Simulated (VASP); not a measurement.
# PIr2 with r2SCAN + rVV10: from relaxation to properties, part 2 of 2

What structure does PIr2 take at this level, and what are its properties? The start is a cell from a database of measured crystal structures.

VASP 6.6.1; r2SCAN with rVV10; plane waves and PAW (P, Ir).

Still holding for the runs below: This run has no spin polarisation. Its electron count is odd, so without a moment it is a metal by construction.

So far. Step 11 (Volume scan with r2SCAN + rVV10 (run 6)): The run ends at a pressure of -10.92 GPa.

The database entry behind the starting cell differs from later determinations by our own check (0.1 to 0.3 % short, probably kX units), so it need not match the best structure at ambient conditions.

## (12) Volume scan with r2SCAN + rVV10 (run 7)

A prediction first. A parabola through the 6 pressures of evenly scaled cells so far, P = -0.02 -309.0 t +803 t² GPa with t = ln(V/V₁) and V₁ the volume at scale 1, gives -15.29 GPa at t = +0.0583.

Input file INCAR:

```
SYSTEM = PIr2
PREC = Accurate
ENCUT = 400
EDIFF = 1E-06
NELM = 100
ISMEAR = 0
SIGMA = 0.05
LREAL = .FALSE.
ALGO = Normal
METAGGA = R2SCAN
LUSE_VDW = .TRUE.
IVDW_NL = 2
BPARAM = 11.95
CPARAM = 0.0093
LASPH = .TRUE.
NBANDS = 17
LORBIT = 11
LWAVE = .FALSE.
LCHARG = .FALSE.
KPAR = 2
ISIF = 2
```

Input file POSCAR:

```
PIr2
1.0
    0.0000000000      2.8286165517      2.8286165517
    2.8286165517      0.0000000000      2.8286165517
    2.8286165517      2.8286165517      0.0000000000
P Ir
1 2
Direct
    0.0000000000      0.0000000000      0.0000000000
    0.2500000000      0.2500000000      0.2500000000
    0.7500000000      0.7500000000      0.7500000000
```

Input file KPOINTS:

```
Automatic mesh
0
Gamma
7 7 7
0 0 0
```

PAW data sets: P and Ir (PBE family, release 64).

The run is started by

```sh
$ mpirun -np 2 vasp_std
```

It took 66 s on 2 MPI ranks of AMD EPYC 7R43, shared host; peak memory 0.45 GiB; 2.2 min of CPU time.

The pressure falls from -10.92 to -15.47 GPa. The parabola predicted -15.29 GPa, +0.17 GPa off.

## (13) The series together

Times are for 2 MPI ranks of AMD EPYC 7R43, shared host. Results by setting:

```
no.  volume scale  energy above the lowest point (meV/atom)  pressure (GPa)  time  memory (GiB)
  1          0.94                                     55.47           22.19  61 s          0.46
  2          0.96                                      23.6           13.90  60 s          0.45
  3          0.98                                      5.63           6.536  59 s          0.45
  4             1                                         0        -6.28e-4  60 s          0.46
  5          1.02                                       5.3          -5.790  60 s          0.46
  6          1.04                                     20.28          -10.92  60 s          0.46
  7          1.06                                     43.85          -15.47  66 s          0.45
```

## (14) Fit for r2SCAN + rVV10

This step: Birch-Murnaghan fit, r2SCAN with rVV10; plane waves and PAW (VASP 6.6.1).

Derived from the runs above.

Numbers from this step:

| Item | Value |
| --- | --- |
| pressure derivative of the bulk modulus | 5.033 |
| r.m.s. error of the fit | 2.14e-6 eV/atom |
| minimum inside the sampled range | yes |
| bulk modulus | 307.3 GPa |
| equilibrium volume of the fit | 14.23 Å³/atom |

Energy above the fitted minimum against volume:

```
volume (Å³/atom)  energy above the fitted minimum (eV/atom)
          13.380                                     0.0555
          13.665                                     0.0236
          13.949                                    0.00563
          14.234                                    -3.7e-6
          14.519                                    0.00530
          14.803                                     0.0203
          15.088                                     0.0438
```

The fitted volume lies -0.01 % from the relaxed one.

## (15) Electric field gradients (r2SCAN + rVV10)

This step: r2SCAN with rVV10; plane waves and PAW (P, Ir) (VASP 6.6.1).

Field gradients probe how far the charge around each nucleus departs from cubic symmetry; LASPH keeps the non-spherical terms inside the spheres.

INCAR, as its differences from that of step 12:

```diff
@@ -3,3 +3,3 @@
 ENCUT = 400
-EDIFF = 1E-06
+EDIFF = 1E-07
 NELM = 100
@@ -20,2 +20,2 @@
 KPAR = 2
-ISIF = 2
+LEFG = .TRUE.
```

Input file POSCAR:

```
PIr2
1.0
    0.0000000000      2.7742065316      2.7742065316
    2.7742065316      0.0000000000      2.7742065316
    2.7742065316      2.7742065316      0.0000000000
P Ir
1 2
Direct
    0.0000000000      0.0000000000      0.0000000000
    0.2500000000      0.2500000000      0.2500000000
    0.7500000000      0.7500000000      0.7500000000
```

KPOINTS is that of step 12.

The run is started by

```sh
$ mpirun -np 2 vasp_std
```

The job ended after 67 s (2 MPI ranks; peak memory 0.46 GiB).

This step gave:

| Item | Value |
| --- | --- |
| free energy (TOTEN) | -114.7840 eV |
| energy at zero smearing | -114.7827 eV |
| Fermi energy | 9.503 eV |
| pressure | 0.001828 GPa |

Electric field gradients, by row:

```
atom  Vxx (V/Å²)  Vyy (V/Å²)  Vzz (V/Å²)  asymmetry
  P1           0           0       0.001          -
 Ir2           0           0           0          -
 Ir3           0           0           0          -
```

All gradients vanish within the noise.

The run ends at a pressure of 0.00 GPa.

## (16) Zone-centre phonons (r2SCAN + rVV10)

Zone-centre modes test whether the atoms sit at a minimum within this cell. IBRION = 6 takes the force constants from differences of forces between displaced cells, so the forces must be tight.

INCAR, as its differences from that of step 15:

```diff
@@ -3,6 +3,6 @@
 ENCUT = 400
-EDIFF = 1E-07
+EDIFF = 1E-08
 NELM = 100
-ISMEAR = 0
-SIGMA = 0.05
+ISMEAR = 1
+SIGMA = 0.2
 LREAL = .FALSE.
@@ -20,2 +20,6 @@
 KPAR = 2
-LEFG = .TRUE.
+IBRION = 6
+NFREE = 2
+POTIM = 0.015
+ISIF = 2
+NSW = 1
```

POSCAR is that of step 15.

Input file KPOINTS:

```
Automatic mesh
0
Gamma
12 12 12
0 0 0
```

The run is started by

```sh
$ mpirun -np 2 vasp_std
```

It took 19 min on 2 MPI ranks; peak memory 0.83 GiB.

The last energy, forces, stress and levels in OUTCAR belong to the last displaced cell, not to the cell of POSCAR.

Numbers from this step:

- irreducible k-points: 72
- pressure of the cell: 0.1368 GPa
- largest force of the cell: 0 eV/Å

The modes at Γ (shares of kinetic energy by element, %):

```
mode  frequency (cm⁻¹)  symmetry  P %  Ir %
   1               0.0  acoustic    7    93
   2               0.0  acoustic    7    93
   3               0.0  acoustic    7    93
   4             192.1       T2g    0   100
   5             192.1       T2g    0   100
   6             192.1       T2g    0   100
   7             330.9       T1u   93     7
   8             330.9       T1u   93     7
   9             330.9       T1u   93     7
```

Displacements in mode 4 (192.1 cm⁻¹), the largest set to 1:
```
P1   0.00  0.00  0.00
Ir2  0.24  0.92 -1.00
Ir3 -0.24 -0.92  1.00
```

Displacements in mode 9 (330.9 cm⁻¹), the largest set to 1:
```
P1   0.00  0.00 -1.00
Ir2  0.00  0.00  0.08
Ir3  0.00  0.00  0.08
```

The three acoustic modes come out at zero, and all others are real. By the characters of their eigenvectors the optical modes sort into (cm⁻¹) Raman active: T2g 192; infrared active: T1u 331. With a centre of inversion no mode is active in both.

## (17) Summary of results

* relaxed volume: 14.23 Å³/atom
* relaxed conventional cell a, b, c: 5.548, 5.548, 5.548 Å
* space group after relaxing, within 0.02 Å: Fm-3m (No. 225)
* band gap: none, a metal
* DOS at the Fermi level: 0.871 states/eV/cell
* bulk modulus from the fit: 307 GPa
* volume from the fit: 14.2 Å³/atom
* largest field gradient Vzz: zero within the noise on all sites
* highest zone-centre mode: 331 cm⁻¹

**Reading.** With r2SCAN + rVV10, PIr2 relaxes to 14.23 Å³/atom in space group Fm-3m (held by the symmetry of the run), comes out as a metal and has a bulk modulus of 307 GPa. Against the listed cell the volume lies +0.7 %. Band structure (r2SCAN + rVV10): Of the bands kept, 3 cross the Fermi level on this path. Zone-centre phonons (r2SCAN + rVV10): The highest mode in this list at Γ, 330.9 cm⁻¹, is mostly motion of P (93 % of the kinetic energy). Spin-orbit coupling is left out, and with elements this heavy it would split and shift bands near the Fermi level. The k-sampling is coarse for a metal, so the Fermi level, pressures and the shape of the cell carry errors. With an odd electron count and no spin the cell is a metal by construction. Modes at Γ alone can't show that the crystal is stable at other wave vectors. No search among competing phases was made, and a listed structure need not be the one stable at ambient conditions. All values are for a static lattice at zero temperature.

[Lines on the potential files, build, host, timing and source positions are cut from VASP's logs without a mark.]

[Logs are printed without paths, hosts, clocks, repeated set-up lines and the standing remarks that a program may print on its own settings, such as how far it seeks lower states.]

[Hosts, paths, dates, database ids (printed as entryN), source tags and the programs' standing remarks are cut or masked in the printed files.]

[A measured line is paired with the nearest computed mode of its activity, which favours agreement.]
